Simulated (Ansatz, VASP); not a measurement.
# CaGe23O47 in two plane-wave programs

Wanted: the spread between two codes on one cell, functional and k mesh. Of the first pair: The structure shown is frame 72 of Ansatz's trajectory.

Program: Ansatz 0.2.0. Level of theory: plane waves, with VASP 6.6.1 beside it; single point at LDA. Results are calculated unless marked as measured.

## 1. The starting structure

The cell holds 71 atoms: 23 Ge, 1 Ca and 47 O. Its edges and angles: a = 10.367 Å, b = 10.367 Å, c = 10.367 Å, α = 90.0°, β = 90.0°, γ = 90.0°. As first built, before any earlier steps moved the atoms (in the runner's words): 71 atoms (23 Ge, 1 Ca, 47 O) placed at random at 3.67 g/cm^3, melted at 4000 K for 10 ps at fixed volume with the Morse and Coulomb pair potential with partial charges (Pedone, Malavasi, Menziani, Cormack and Segre, J. Phys. Chem. B 110, 11780 (2006)). Snapshot at the end of a hold of 10 ps at 2500 K and fixed volume.

## 2. Ansatz: dynamics, LDA

Ansatz runs on its default PAW (the set named soft_2) files.

One frame of this run of dynamics is then solved in both programs, so the motion causes no difference.

Input file input.yaml:

```yaml
crystal:
  lattice:
    - [10.367, 0.0, 0.0]
    - [0.0, 10.367, 0.0]
    - [0.0, 0.0, 10.367]
  atoms:
    - { symbol: Ge, position: [0.58961, 0.69418, 0.63574] }
    - { symbol: Ge, position: [0.50017, 0.58525, 0.3783] }
    - { symbol: Ge, position: [0.05557, 0.20063, 0.02724] }
    - { symbol: Ge, position: [0.77875, 0.08421, 0.42096] }
    - { symbol: Ge, position: [0.54075, 0.12326, 0.23694] }
    - { symbol: Ge, position: [0.03798, 0.80261, 0.76363] }
    - { symbol: Ge, position: [0.29327, 0.41297, 0.95233] }
    - { symbol: Ge, position: [0.41914, 0.41662, 0.66169] }
    - { symbol: Ge, position: [0.20401, 0.70894, 0.06211] }
    - { symbol: Ge, position: [0.44057, 0.9523, 0.7176] }
    - { symbol: Ge, position: [0.91956, 0.5917, 0.11374] }
    - { symbol: Ge, position: [0.32491, 0.98588, 0.01739] }
    - { symbol: Ge, position: [0.60977, 0.41931, 0.09862] }
    - { symbol: Ge, position: [0.82409, 0.02521, 0.85785] }
    - { symbol: Ge, position: [0.28369, 0.92824, 0.45734] }
    - { symbol: Ge, position: [0.62632, 0.17072, 0.68122] }
    - { symbol: Ge, position: [0.43624, 0.82934, 0.21729] }
    - { symbol: Ge, position: [0.70464, 0.76846, 0.03681] }
    - { symbol: Ge, position: [0.30564, 0.26576, 0.42977] }
    - { symbol: Ge, position: [0.93773, 0.55582, 0.58618] }
    - { symbol: Ge, position: [0.80666, 0.53624, 0.83843] }
    - { symbol: Ge, position: [0.97851, 0.35137, 0.32124] }
    - { symbol: Ge, position: [0.9766, 0.8193, 0.45751] }
    - { symbol: Ca, position: [0.10328, 0.33761, 0.6921] }
    - { symbol: O, position: [0.25607, 0.56276, 0.03074] }
    - { symbol: O, position: [0.73579, 0.9208, 0.97597] }
    - { symbol: O, position: [0.39253, 0.99984, 0.87229] }
    - { symbol: O, position: [0.01543, 0.44632, 0.50784] }
    - { symbol: O, position: [0.18079, 0.33134, 0.35884] }
    - { symbol: O, position: [0.43135, 0.0465, 0.13267] }
    - { symbol: O, position: [0.58119, 0.32125, 0.71389] }
    - { symbol: O, position: [0.62972, 0.67563, 0.48968] }
    - { symbol: O, position: [0.77082, 0.07962, 0.60165] }
    - { symbol: O, position: [0.68299, 0.09671, 0.81854] }
    - { symbol: O, position: [0.17738, 0.31205, 0.94294] }
    - { symbol: O, position: [0.39826, 0.68762, 0.29994] }
    - { symbol: O, position: [0.50425, 0.5502, 0.64804] }
    - { symbol: O, position: [0.32419, 0.90989, 0.61615] }
    - { symbol: O, position: [0.60961, 0.24538, 0.14899] }
    - { symbol: O, position: [0.18526, 0.8059, 0.88597] }
    - { symbol: O, position: [0.15865, 0.8362, 0.40291] }
    - { symbol: O, position: [0.41209, 0.89738, 0.37158] }
    - { symbol: O, position: [0.68654, 0.67681, 0.90925] }
    - { symbol: O, position: [0.30023, 0.82115, 0.10828] }
    - { symbol: O, position: [0.94141, 0.89766, 0.8379] }
    - { symbol: O, position: [0.50157, 0.08446, 0.6369] }
    - { symbol: O, position: [0.85158, 0.2312, 0.3938] }
    - { symbol: O, position: [0.58675, 0.50686, 0.24649] }
    - { symbol: O, position: [0.92537, 0.66887, 0.47162] }
    - { symbol: O, position: [0.45134, 0.41608, 0.01677] }
    - { symbol: O, position: [0.33395, 0.46301, 0.78348] }
    - { symbol: O, position: [0.45712, 0.19427, 0.35982] }
    - { symbol: O, position: [0.01705, 0.26126, 0.15478] }
    - { symbol: O, position: [0.53115, 0.82451, 0.70395] }
    - { symbol: O, position: [0.41474, 0.43828, 0.43973] }
    - { symbol: O, position: [0.70721, 0.42809, 0.95992] }
    - { symbol: O, position: [0.87506, 0.42675, 0.72361] }
    - { symbol: O, position: [0.31476, 0.31103, 0.59178] }
    - { symbol: O, position: [0.25831, 0.09653, 0.43882] }
    - { symbol: O, position: [0.5628, 0.79473, 0.12532] }
    - { symbol: O, position: [0.01014, 0.86157, 0.60154] }
    - { symbol: O, position: [0.80462, 0.64497, 0.71166] }
    - { symbol: O, position: [0.66654, 0.03672, 0.31125] }
    - { symbol: O, position: [0.06618, 0.70338, 0.15638] }
    - { symbol: O, position: [0.92406, 0.17024, 0.91699] }
    - { symbol: O, position: [0.92844, 0.56502, 0.958] }
    - { symbol: O, position: [0.90769, 0.47184, 0.22055] }
    - { symbol: O, position: [0.82314, 0.71782, 0.13018] }
    - { symbol: O, position: [0.15498, 0.06585, 0.02894] }
    - { symbol: O, position: [0.06671, 0.62822, 0.69596] }
    - { symbol: O, position: [0.86853, 0.94863, 0.39238] }
kpoints:
  mp_grid: { grid: [1, 1, 1] }
hamiltonian:
  xc: lda
scf:
  occupations: { method: fixed }
output:
  forces: true
md:
  timestep: 1.0
  n_steps: 217
  ensemble: nvt_langevin
  temperature: 300
  initial_velocities: maxwell_boltzmann
  seed: 5281
```

Started as:

```
$ ansatz run input.yaml --threads 4 --pin off --max-ram 8192MiB --backend cpu --events-out ev --progress --plain --runs-dir out
```

Numbers of over 12 decimals in the logs are rounded to 6 here.

Log:

```text
Warning: md: disabling space-group detection — thermal motion breaks the input geometry's symmetry, so no spatial operation reduces the k-mesh or symmetrises the density; time reversal is kept, so that k and −k are solved as one point where they differ and the mesh holds both, and exact exchange and, on two spinor components, a DFT+U term hold to it where the run has them: on two components no moment then forms, and  [...]
Engine: ansatz 0.2.0, aarch64-unknown-linux-gnu
Pseudopotentials: kind: paw
Pseudopotential: Ge, paw, valence charge 14, recommended cutoff 420 eV (normal), Ge.paw.azcp
Pseudopotential: Ca, paw, valence charge 10, recommended cutoff 420 eV (normal), Ca.paw.azcp
Pseudopotential: O, paw, valence charge 6, recommended cutoff 420 eV (normal), O.paw.azcp
Functional definition: SPW92
  exchange = slater_x
  correlation = pw_c
Crystal: 71 atoms, lattice volume = 1114.190 Å³
Basis set: ecut = 420 eV, 21879 PW (Γ)
Bands: 378, of which v1, the nominal top of the filled ones, is band 307 counted from 1 (306 counted from 0)
Symmetry: 1 space group operations
k-points: 1
Non-local potential: Ge, projectors of the file, l = 0: 2, l = 1: 2, l = 2: 3, l = 3: 1
Non-local potential: Ca, projectors of the file, l = 0: 3, l = 1: 2, l = 2: 2
Non-local potential: O, projectors of the file, l = 0: 2, l = 1: 2, l = 2: 1
PAW form: soft (Blöchl's): semilocal exchange-correlation on the pseudo side does not see the compensation charge
PAW frozen core: Ge, regenerated for the run's functional, and the local potential with it (the file was generated under x = pbe(κ = 0.804, μ = 0.219515), c = pbe(β = 0.066725))
PAW frozen core: Ca, regenerated for the run's functional, and the local potential with it (the file was generated under x = pbe(κ = 0.804, μ = 0.219515), c = pbe(β = 0.066725))
PAW frozen core: O, regenerated for the run's functional, and the local potential with it (the file was generated under x = pbe(κ = 0.804, μ = 0.219515), c = pbe(β = 0.066725))
PAW one-centre angular grid: Ge, 590 points (default); XC on 64 Gauss nodes
PAW one-centre angular grid: Ca, 110 points (default); XC on 64 Gauss nodes
PAW one-centre angular grid: O, 110 points (default); XC on 64 Gauss nodes
Initial density: superposition of atomic densities (neutral atoms: chi_scale 0, normalization atom), corrected by the library's trained network
Initial wavefunctions: pseudopotential atomic-orbital guess
Functional: x = slater, c = lda
SCF iter   1: F=—  HF=-124798.851448 eV  |F-HF|=—  |Δ(HF+E_count)|=         —  Δρ=1.50e-2  dr2=2.30e0  ethr=1.77e-3  ⟨swp⟩=5.0  Hψ=1170  notcnv=0  defer=69
preconditioner: auto → Resta (q_TF=auto, 2.470 Å⁻¹)  ε∞=2.9  [insulator: Δε(μ)=0.368 eV  Ē_g=20.104 eV  n_scr=256 (ndim 8)  ℏωp=27.5 eV  f_vac=0.265  ε∞_Penn≈2.9]
SCF iter   2: F=—  HF=-124798.248825 eV  |F-HF|=—  |Δ(HF+E_count)|=   6.03e-1  Δρ=4.93e-3  dr2=1.50e-1  ethr=3.75e-4  ⟨swp⟩=2.0  Hψ=570  notcnv=0  defer=69
SCF iter   3: F=—  HF=-124798.211826 eV  |F-HF|=—  |Δ(HF+E_count)|=   3.70e-2  Δρ=2.06e-3  dr2=4.05e-2  ethr=2.44e-5  ⟨swp⟩=2.0  Hψ=478  notcnv=0  defer=69
SCF iter   4: F=—  HF=-124798.204837 eV  |F-HF|=—  |Δ(HF+E_count)|=   6.99e-3  Δρ=1.29e-3  dr2=1.81e-2  ethr=6.59e-6  ⟨swp⟩=2.0  Hψ=467  notcnv=0  defer=69
SCF iter   5: F=—  HF=-124798.200979 eV  |F-HF|=—  |Δ(HF+E_count)|=   3.86e-3  Δρ=3.05e-4  dr2=1.30e-3  ethr=2.94e-6  ⟨swp⟩=2.0  Hψ=458  notcnv=0  defer=69
SCF iter   6: F=—  HF=-124798.200895 eV  |F-HF|=—  |Δ(HF+E_count)|=   8.41e-5  Δρ=1.43e-4  dr2=2.96e-4  ethr=2.12e-7  ⟨swp⟩=2.0  Hψ=471  notcnv=0  defer=68
SCF iter   7: F=—  HF=-124798.200918 eV  |F-HF|=—  |Δ(HF+E_count)|=   2.31e-5  Δρ=7.83e-5  dr2=7.61e-5  ethr=4.82e-8  ⟨swp⟩=2.0  Hψ=462  notcnv=0  defer=67
SCF iter   8: F=—  HF=-124798.200948 eV  |F-HF|=—  |Δ(HF+E_count)|=   2.94e-5  Δρ=2.94e-5  dr2=1.05e-5  ethr=1.24e-8  ⟨swp⟩=2.0  Hψ=460  notcnv=0  defer=67
SCF iter   9: F=—  HF=-124798.202305 eV  |F-HF|=—  |Δ(HF+E_count)|=   1.36e-3  Δρ=1.54e-5  dr2=2.97e-6  ethr=1.71e-9  ⟨swp⟩=2.0  Hψ=527  notcnv=0  defer=67
SCF iter  10: F=—  HF=-124798.202306 eV  |F-HF|=—  |Δ(HF+E_count)|=   1.01e-6  Δρ=7.69e-6  dr2=7.92e-7  ethr=4.83e-10  ⟨swp⟩=2.0  Hψ=460  notcnv=0  defer=67
SCF iter  11: F=—  HF=-124798.202306 eV  |F-HF|=—  |Δ(HF+E_count)|=   5.59e-7  Δρ=3.77e-6  dr2=1.97e-7  ethr=1.29e-10  ⟨swp⟩=2.0  Hψ=502  notcnv=0  defer=67
SCF iter  12: F=-124798.202306 eV  HF=-124798.202306 eV  |F-HF|=1.55e-8  |Δ(HF+E_count)|=   9.95e-8  Δρ=1.74e-6  dr2=4.23e-8  ethr=1.16e-11  ⟨swp⟩=4.0  Hψ=1103  notcnv=0
[...]
md step   194: t =   194.00 fs  T =   464.9 K  F+E_penalty+E_count = -124818.44622572 eV  E_kin = 4.266382 eV  (6 SCF iters)
md step   195: t =   195.00 fs  T =   471.4 K  F+E_penalty+E_count = -124818.54567470 eV  E_kin = 4.326131 eV  (6 SCF iters)
md step   196: t =   196.00 fs  T =   482.3 K  F+E_penalty+E_count = -124818.63962876 eV  E_kin = 4.426570 eV  (6 SCF iters)
md step   197: t =   197.00 fs  T =   486.4 K  F+E_penalty+E_count = -124818.71727881 eV  E_kin = 4.463634 eV  (5 SCF iters)
md step   198: t =   198.00 fs  T =   479.9 K  F+E_penalty+E_count = -124818.77867088 eV  E_kin = 4.404506 eV  (6 SCF iters)
md step   199: t =   199.00 fs  T =   486.8 K  F+E_penalty+E_count = -124818.82992281 eV  E_kin = 4.467367 eV  (6 SCF iters)
md step   200: t =   200.00 fs  T =   484.7 K  F+E_penalty+E_count = -124818.87092958 eV  E_kin = 4.448213 eV  (8 SCF iters)
md step   201: t =   201.00 fs  T =   483.7 K  F+E_penalty+E_count = -124818.90751561 eV  E_kin = 4.438995 eV  (6 SCF iters)
md step   202: t =   202.00 fs  T =   488.2 K  F+E_penalty+E_count = -124818.94697575 eV  E_kin = 4.480068 eV  (6 SCF iters)
md step   203: t =   203.00 fs  T =   479.1 K  F+E_penalty+E_count = -124818.98105697 eV  E_kin = 4.396989 eV  (6 SCF iters)
md step   204: t =   204.00 fs  T =   479.0 K  F+E_penalty+E_count = -124819.00422800 eV  E_kin = 4.396094 eV  (6 SCF iters)
md step   205: t =   205.00 fs  T =   465.3 K  F+E_penalty+E_count = -124819.01439237 eV  E_kin = 4.270534 eV  (6 SCF iters)
md step   206: t =   206.00 fs  T =   454.9 K  F+E_penalty+E_count = -124819.01040569 eV  E_kin = 4.174883 eV  (6 SCF iters)
md step   207: t =   207.00 fs  T =   472.4 K  F+E_penalty+E_count = -124818.99683332 eV  E_kin = 4.335207 eV  (6 SCF iters)
md step   208: t =   208.00 fs  T =   453.7 K  F+E_penalty+E_count = -124818.96631349 eV  E_kin = 4.163815 eV  (6 SCF iters)
md step   209: t =   209.00 fs  T =   447.9 K  F+E_penalty+E_count = -124818.92205707 eV  E_kin = 4.110307 eV  (6 SCF iters)
md step   210: t =   210.00 fs  T =   436.8 K  F+E_penalty+E_count = -124818.87466742 eV  E_kin = 4.008266 eV  (8 SCF iters)
md step   211: t =   211.00 fs  T =   432.7 K  F+E_penalty+E_count = -124818.82962235 eV  E_kin = 3.970914 eV  (6 SCF iters)
md step   212: t =   212.00 fs  T =   423.6 K  F+E_penalty+E_count = -124818.79244737 eV  E_kin = 3.887563 eV  (6 SCF iters)
md step   213: t =   213.00 fs  T =   421.8 K  F+E_penalty+E_count = -124818.77265546 eV  E_kin = 3.871302 eV  (6 SCF iters)
md step   214: t =   214.00 fs  T =   419.7 K  F+E_penalty+E_count = -124818.78537563 eV  E_kin = 3.851472 eV  (5 SCF iters)
md step   215: t =   215.00 fs  T =   417.5 K  F+E_penalty+E_count = -124818.83150310 eV  E_kin = 3.831844 eV  (6 SCF iters)
md step   216: t =   216.00 fs  T =   430.4 K  F+E_penalty+E_count = -124818.90634262 eV  E_kin = 3.950024 eV  (6 SCF iters)
[...]
md step   217: t =   217.00 fs  T =   437.3 K  F+E_penalty+E_count = -124819.00470698 eV  E_kin = 4.013620 eV  (8 SCF iters)
SCF converged after 8 iterations
Free energy (F): -124819.004707 eV
Harris-Foulkes:  -124819.004707 eV  (|F-HF|=1.78e-8)
Internal energy: -124819.004707 eV  (E = F + TS)
E sigma→0 (E₀):  -124819.004707 eV
Fermi energy:    3.416944 eV
--- Per-component energies (eV) ---
  E_band       = -6549.854014
  E_kinetic    = 11026.168897
  E_local      = -96148.998059  (includes V_loc(G=0)·N_el)
  E_nonlocal   = 12293.159532
  E_hartree    = 40807.016848
  E_xc         = -5209.556553
  E_vxc        = -5976.244421  (∫ρ·V_xc dr)
  E_paw        = -52552.500663  (= ΣΔE_a)
  E_vpaw       = -9358.103383  (= ΣTr[D̂ρ^β])
  E_aug_tail   = 0.125096  (compensation charges beyond the density's cutoff)
  E_ewald      = -35083.149783
  E_core_change = 48.729979  (= ΣΔE_core)
  E_smearing   = -0.000000  (= −TS)
  E_closure    = 0.000000  (closes the sum)
  Σ components = -124819.004707   (vs F -124819.004707, Δ=0.00e0)
--- Forces (eV/Å), atoms counted from 1 ---
  atom   1  Ge     2.24156590     0.57727675    -2.41749751
  atom   2  Ge    -1.42263648     1.16212529     0.25824257
  atom   3  Ge     0.33391041     1.03469434    -1.13456355
  atom   4  Ge     1.02747169     1.71378202    -0.57928857
  atom   5  Ge    -0.56752488     1.21971295     0.17421489
  atom   6  Ge     0.42813188    -1.34210158    -0.95648813
  atom   7  Ge     1.36653307    -0.43369594     0.24369178
  atom   8  Ge     0.67631444    -0.17141126     1.19957958
  atom   9  Ge     0.85592195    -1.04899736    -1.52719837
  atom  10  Ge     2.55711792     1.28399247     1.14800118
  atom  11  Ge    -0.16396980     1.87885690     0.87071406
  atom  12  Ge    -1.54658189    -0.70632244    -0.57609119
  atom  13  Ge    -1.07651194    -0.97606930     0.64849381
  atom  14  Ge    -2.18872798     0.19331049     0.84694508
  atom  15  Ge     0.95751706    -0.13623893     0.40673074
  atom  16  Ge    -1.39613851     0.19178503     0.75329570
  atom  17  Ge     0.71280296    -1.82216967     0.76531033
  atom  18  Ge    -0.25325579    -0.47060231     0.47807507
  atom  19  Ge     2.01931279    -1.62824451     1.23080229
  atom  20  Ge     0.42524734    -0.47660962     0.79593802
  atom  21  Ge     0.82961657    -0.40482277    -0.32086146
  atom  22  Ge    -1.44055311     0.59398250    -1.59169307
  atom  23  Ge    -0.65233150     0.17717015    -1.75097632
  atom  24  Ca     0.11439560     0.14448724     0.25154901
[...]
atom  64  O     -1.19320657    -0.35272922     0.70398350
  atom  65  O      0.98770805     0.94854959    -0.11482635
  atom  66  O      0.02404447    -0.46867789    -0.78162352
  atom  67  O      0.60313700    -2.15086561     1.22937916
  atom  68  O      0.33429619    -0.72271940    -1.01550897
  atom  69  O      1.78249006    -1.75541514    -0.27322509
  atom  70  O     -0.44234863     0.86180401     0.10081975
  atom  71  O      0.65956026    -0.55866814     0.49314701
  max |Σ_I F_I| component: 1.91e-4 eV/Å
--- MD trajectory: 217 steps, t = 0.0 → 217.0 fs ---
  final state: T = 437.3 K   F+E_penalty+E_count = -124819.00470698 eV   E_kin = 4.013620 eV
```

In the SCF lines HF is the Harris–Foulkes energy and dr2 the Hartree energy of the density residual, in eV; the loop may stop once dr2 is under the threshold and the program's other checks hold. Hψ counts applications of the Hamiltonian.

(Part 1 of 3 ends here.)

[Lines on the potential files, build, host, timing and source positions are cut from VASP's logs without a mark.]

[Logs are printed without paths, hosts, clocks, repeated set-up lines and the standing remarks that a program may print on its own settings, such as how far it seeks lower states.]

[Hosts, paths, dates, database ids (printed as entryN), source tags and the programs' standing remarks are cut or masked in the printed files.]
